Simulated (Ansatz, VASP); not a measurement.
# ZnCu2SnS4: VASP beside Ansatz, part 2 of 2

Aim: how closely do two programs agree when they are given the same cell, functional and k mesh? The cell is taken from a series of VASP runs on this material, whose earlier steps may have relaxed, scaled or displaced it; both programs get it as it stands.

VASP 6.6.1 and Ansatz 0.2.0.

So far: The starting structure; VASP: relaxation of cell and atoms, LDA.

### Step 3. Ansatz: relaxation of cell and atoms, LDA

Level of this step: Ansatz beside VASP: Kohn-Sham DFT, plane waves, LDA (Ansatz).

Ansatz runs on its default PAW (the set named soft_2) files.

The same cell, functional (in two slightly different forms), mesh and smearing now go to Ansatz, which takes its cutoff from its data sets.

Input file input.yaml:

```yaml
crystal:
  lattice:
    - [-2.6607423928, 2.6607423911, 5.3138514369]
    - [2.6607423928, -2.6607423911, 5.3138514369]
    - [2.6607423911, 2.6607423928, -5.3138514369]
  atoms:
    - { symbol: Sn, position: [0.5, 0.5, 0.0] }
    - { symbol: Zn, position: [0.25, 0.75, 0.5] }
    - { symbol: Cu, position: [0.75, 0.25, 0.5] }
    - { symbol: Cu, position: [0.0, 0.0, 0.0] }
    - { symbol: S, position: [0.6387953666, 0.6299819112, 0.5292261405] }
    - { symbol: S, position: [0.8904307739, 0.3612046334, 0.9911865446] }
    - { symbol: S, position: [0.1007557707, 0.1095692261, 0.4707738595] }
    - { symbol: S, position: [0.3700180888, 0.8992442293, 0.0088134554] }
hamiltonian:
  xc: lda
  pseudopotentials: { kind: paw }
kpoints:
  mp_grid: { grid: [7, 7, 7] }
scf:
  occupations: { method: fermi_dirac, width: 0.05 }
relax:
  f_tol: 0.01
  max_steps: 60
  cell: { stress_tol: 0.05 }
output:
  forces: true
  stress: true
```

Started as:

```sh
$ ansatz run input.yaml --threads 4 --pin off --max-ram 9216MiB --backend cpu --events-out ev --progress --plain --runs-dir out
```

Numbers of over 12 decimals in the logs are rounded to 6 here.

The log of the run:

```text
Engine: ansatz 0.2.0, aarch64-unknown-linux-gnu
Pseudopotentials: kind: paw
Pseudopotential: Sn, paw, valence charge 14, recommended cutoff 420 eV (normal), Sn.paw.azcp
Pseudopotential: Zn, paw, valence charge 12, recommended cutoff 420 eV (normal), Zn.paw.azcp
Pseudopotential: Cu, paw, valence charge 19, recommended cutoff 420 eV (normal), Cu.paw.azcp
Pseudopotential: S, paw, valence charge 6, recommended cutoff 420 eV (normal), S.paw.azcp
Functional definition: SPW92
  exchange = slater_x
  correlation = pw_c
Crystal: 8 atoms, lattice volume = 150.479 Å³
Basis set: ecut = 420 eV, 2913 PW (Γ)
Bands: 53, of which v1, the nominal top of the filled ones, is band 44 counted from 1 (43 counted from 0)
Symmetry: 4 space group operations
Space group: I-4 (ITA 82), of the structure as read, at distance tolerance 5.3e-5 Å
k-points: 52 of 343 (time reversal used)
Non-local potential: Sn, projectors of the file, l = 0: 2, l = 1: 2, l = 2: 2, l = 3: 2
Non-local potential: Zn, projectors of the file, l = 0: 2, l = 1: 2, l = 2: 3, l = 3: 1
Non-local potential: Cu, projectors of the file, l = 0: 3, l = 1: 2, l = 2: 3, l = 3: 1
Non-local potential: S, projectors of the file, l = 0: 2, l = 1: 2, l = 2: 2
PAW form: soft (Blöchl's): semilocal exchange-correlation on the pseudo side does not see the compensation charge
PAW frozen core: Sn, regenerated for the run's functional, and the local potential with it (the file was generated under x = pbe(κ = 0.804, μ = 0.219515), c = pbe(β = 0.066725))
PAW frozen core: Zn, regenerated for the run's functional, and the local potential with it (the file was generated under x = pbe(κ = 0.804, μ = 0.219515), c = pbe(β = 0.066725))
PAW frozen core: Cu, regenerated for the run's functional, and the local potential with it (the file was generated under x = pbe(κ = 0.804, μ = 0.219515), c = pbe(β = 0.066725))
PAW frozen core: S, regenerated for the run's functional, and the local potential with it (the file was generated under x = pbe(κ = 0.804, μ = 0.219515), c = pbe(β = 0.066725))
PAW one-centre angular grid: Sn, 590 points (default); XC on 64 Gauss nodes
PAW one-centre angular grid: Zn, 590 points (default); XC on 64 Gauss nodes
PAW one-centre angular grid: Cu, 590 points (default); XC on 64 Gauss nodes
PAW one-centre angular grid: S, 110 points (default); XC on 64 Gauss nodes
Initial density: superposition of atomic densities (neutral atoms: chi_scale 0, normalization atom), corrected by the library's trained network
Initial wavefunctions: pseudopotential atomic-orbital guess
Functional: x = slater, c = lda
SCF iter   1: F=—  HF=-25719.283298 eV  |F-HF|=—  |Δ(HF+E_count)|=         —  Δρ=1.12e-2  dr2=1.13e-1  ethr=1.77e-3  ⟨swp⟩=7.1  Hψ=11527  notcnv=0  defer=33
preconditioner: auto → Resta (q_TF=auto, 2.495 Å⁻¹)  ε∞=6.0  [insulator: Δε(μ)=0.503 eV  Ē_g=11.497 eV  σ=0.050 eV  W_gap=0.56  n_scr=36 (ndim 8)  ℏωp=25.7 eV  f_vac=0.024  D(μ)=0.09/eV (n_scr^D=0)  ε∞_Penn≈6.0]
SCF iter   2: F=—  HF=-25719.276051 eV  |F-HF|=—  |Δ(HF+E_count)|=   7.25e-3  Δρ=9.10e-3  dr2=9.50e-2  ethr=1.28e-4  ⟨swp⟩=2.0  Hψ=5752  notcnv=0  defer=176
SCF iter   3: F=—  HF=-25719.256520 eV  |F-HF|=—  |Δ(HF+E_count)|=   1.95e-2  Δρ=3.87e-3  dr2=1.42e-2  ethr=1.08e-4  ⟨swp⟩=2.0  Hψ=3752  notcnv=0  defer=176
SCF iter   4: F=—  HF=-25719.252707 eV  |F-HF|=—  |Δ(HF+E_count)|=   3.81e-3  Δρ=1.03e-3  dr2=9.46e-4  ethr=1.62e-5  ⟨swp⟩=2.1  Hψ=5049  notcnv=0  defer=176
SCF iter   5: F=—  HF=-25719.252441 eV  |F-HF|=—  |Δ(HF+E_count)|=   2.66e-4  Δρ=3.28e-4  dr2=1.19e-4  ethr=1.08e-6  ⟨swp⟩=2.0  Hψ=3459  notcnv=0  defer=176
SCF iter   6: F=—  HF=-25719.252427 eV  |F-HF|=—  |Δ(HF+E_count)|=   1.37e-5  Δρ=1.79e-4  dr2=3.69e-5  ethr=1.35e-7  ⟨swp⟩=2.0  Hψ=3980  notcnv=0  defer=176
SCF iter   7: F=—  HF=-25719.252476 eV  |F-HF|=—  |Δ(HF+E_count)|=   4.86e-5  Δρ=1.08e-4  dr2=1.36e-5  ethr=4.19e-8  ⟨swp⟩=2.0  Hψ=3463  notcnv=0  defer=176
SCF iter   8: F=—  HF=-25719.252475 eV  |F-HF|=—  |Δ(HF+E_count)|=   1.09e-6  Δρ=4.85e-5  dr2=2.85e-6  ethr=1.54e-8  ⟨swp⟩=2.1  Hψ=3154  notcnv=0  defer=176
SCF iter   9: F=—  HF=-25719.252475 eV  |F-HF|=—  |Δ(HF+E_count)|=   1.28e-7  Δρ=1.38e-5  dr2=3.11e-7  ethr=3.24e-9  ⟨swp⟩=2.3  Hψ=3266  notcnv=0  defer=176
SCF iter  10: F=-25719.252475 eV  HF=-25719.252475 eV  |F-HF|=1.35e-8  |Δ(HF+E_count)|=   1.54e-8  Δρ=3.03e-6  dr2=1.73e-8  ethr=1.14e-10  ⟨swp⟩=4.0  Hψ=9109  notcnv=0
SCF 1 converged in 10 iterations: F = -25719.252475 eV  dr2 = 1.73e-8
  greatest PAW one-centre occupation: 1.000 electrons in one spin orbital (limit 2), on the Cu atom at site 2 (counted from 0), in its partial waves of l = 0
relax step   1: F+E_penalty+E_count = -25719.25247507 eV  Δ(F+E_penalty+E_count) = +0.000e0 eV  max|allowed force component| = 3.855e-2 eV/Å  Δτ_max = 0.0000 Å  P = +0.022 GPa  Ω = 150.479 Å³  (10 SCF iters, dr2 threshold 1.00e-7 eV, accepted)
[...]
relax step   2: F+E_penalty+E_count = -25719.25281084 eV  Δ(F+E_penalty+E_count) = -3.358e-4 eV  max|allowed force component| = 1.452e-2 eV/Å  Δτ_max = 0.0029 Å  P = -0.037 GPa  Ω = 150.542 Å³  energy of the carried Pulay correction = -2.316e-5 eV  (6 SCF iters, dr2 threshold 9.29e-8 eV, accepted)
[...]
relax step   3: F+E_penalty+E_count = -25719.25290003 eV  Δ(F+E_penalty+E_count) = -8.919e-5 eV  max|allowed force component| = 8.914e-4 eV/Å  Δτ_max = 0.0014 Å  P = +0.004 GPa  Ω = 150.460 Å³  energy of the carried Pulay correction = +6.913e-6 eV  (6 SCF iters, dr2 threshold 1.32e-8 eV, accepted)
[...]
relax step   4: F+E_penalty+E_count = -25719.25291037 eV  Δ(F+E_penalty+E_count) = -1.033e-5 eV  max|allowed force component| = 9.056e-4 eV/Å  Δτ_max = 0.0000 Å  P = +0.004 GPa  Ω = 150.460 Å³  stress off target by 6.77e-3 GPa  SCF on the basis re-selected at this cell (its energy is not comparable with the rows above)  (6 SCF iters)
basis re-selected at this cell: Δ(F+E_penalty+E_count) = -1.033e-5 eV, ΔP = -0.000 GPa vs the last step (what re-selecting the basis moved, of the pressure what is left beyond the Pulay correction that the steps carried, after the strain that the cell walked since its last selection, with what the two solves' SCF thresholds leave and, on support functions, any second-order correction that the steps lacked; it is no m [...]
SCF converged after 6 iterations
Free energy (F): -25719.252910 eV
Harris-Foulkes:  -25719.252910 eV  (|F-HF|=7.28e-12)
Internal energy: -25719.252146 eV  (E = F + TS)
E sigma→0 (E₀):  -25719.252528 eV
Entropy (-TS):   -0.000764 eV (-0.096 meV/atom)
Fermi energy:    8.797135 eV
--- Per-component energies (eV) ---
  E_band       = -1065.685839
  E_kinetic    = 1355.265775
  E_local      = -14733.099232  (includes V_loc(G=0)·N_el)
  E_nonlocal   = 1506.225393
  E_hartree    = 6619.653603
  E_xc         = -1078.230432
  E_vxc        = -735.146490  (∫ρ·V_xc dr)
  E_paw        = -11223.938209  (= ΣΔE_a)
  E_vpaw       = -1698.238000  (= ΣTr[D̂ρ^β])
  E_aug_tail   = 0.000024  (compensation charges beyond the density's cutoff)
  E_ewald      = -8168.623218
  E_core_change = 3.494150  (= ΣΔE_core)
  E_smearing   = -0.000764  (= −TS)
  E_closure    = -0.000000  (closes the sum)
  Σ components = -25719.252910   (vs F -25719.252910, Δ=0.00e0)
--- Forces (eV/Å), atoms counted from 1 ---
  atom   1  Sn     0.00000000    -0.00000000    -0.00000000
  atom   2  Zn     0.00000000    -0.00000000    -0.00000000
  atom   3  Cu     0.00000000    -0.00000000    -0.00000000
  atom   4  Cu     0.00000000    -0.00000000    -0.00000000
  atom   5  S     -0.00077248     0.00058133     0.00090556
  atom   6  S     -0.00058133    -0.00077248    -0.00090556
  atom   7  S      0.00077248    -0.00058133     0.00090556
  atom   8  S      0.00058133     0.00077248    -0.00090556
  max |Σ_I F_I| component: 2.86e-16 eV/Å
--- Stress (GPa, compression-positive) ---
        0.001957      -0.000000      -0.000000
        0.000000       0.001957       0.000000
       -0.000000       0.000000       0.006769
  P = ⅓ Tr σ = 0.0036 GPa (0.036 kbar)
--- Relaxed structure (3 steps of the walk, 3 accepted, 1 SCFs on fresh bases) ---
  F+E_penalty+E_count = -25719.25291037 eV   max|allowed force component| = 9.056e-4 eV/Å   (the final SCF, on the basis selected at the relaxed cell)
  cell:  # Å, volume = 150.4599 Å³
    - [-2.658946, 2.658946, 5.320368]
    - [2.658946, -2.658946, 5.320368]
    - [2.658946, 2.658946, -5.320368]
  atoms:
    - { symbol: Sn, position: [0.5, 0.5, 0] }
    - { symbol: Zn, position: [0.25, 0.750000, 0.500000] }
    - { symbol: Cu, position: [0.750000, 0.250000, 0.500000] }
    - { symbol: Cu, position: [0, 0, 0] }
    - { symbol: S, position: [0.639368, 0.630180, 0.530219] }
    - { symbol: S, position: [0.890851, 0.360632, 0.990812] }
    - { symbol: S, position: [0.099961, 0.109149, 0.469781] }
    - { symbol: S, position: [0.369820, 0.900039, 0.00918819] }
```

Run time: 39 s. Hardware: 4 threads of Arm Neoverse V1, shared host; peak memory 0.7 GiB; 2.5 min of CPU time.

### Step 4. Side by side

Known differences besides the potentials themselves: the two LDA forms differ slightly; both relaxations stop at a tolerance, which leaves soft axes loose, and VASP keeps its plane-wave basis; the data sets hold 88 valence electrons in Ansatz (default PAW (the set named soft_2) files) and 72 in VASP; the cutoff is 420 eV in Ansatz and 400 eV in VASP; VASP's log shows a relativistic correction to its local exchange, Ansatz's none; Ansatz adds a Pulay correction to the stress that steers its cell, VASP none. Total energies have different zeros and are not compared.

Both answers:

| quantity | Ansatz | VASP | difference |
| --- | --- | --- | --- |
| volume (Å³) | 150.46 | 150.48 | -0.01 % |
| edge a after relaxation, in the typed setting (Å) | 6.515 | 6.511 | +0.06 % |

The walks stopped with 0.00 GPa left in Ansatz and 0.01 GPa in VASP; each walk ends within a tolerance, so the volume difference is uncertain by about these residues over the bulk modulus, most in soft cells.

### Step 5. What came out

```json
{
  "difference in edge a after relaxation, in the typed setting (relaxation of cell and atoms, LDA)": "0.060 %"
}
```

The difference in edge a after relaxation, in the typed setting is 0.060 % (relaxation of cell and atoms, LDA), within the 1.2 % picked in this series as the mark of a large difference, as far as the stopping tolerances let one tell. How closely two codes agree says nothing of how well the functional describes the real material.

[Lines on the potential files, build, host, timing and source positions are cut from VASP's logs without a mark.]

[Logs are printed without paths, hosts, clocks, repeated set-up lines and the standing remarks that a program may print on its own settings, such as how far it seeks lower states.]

[Hosts, paths, dates, database ids (printed as entryN), source tags and the programs' standing remarks are cut or masked in the printed files.]
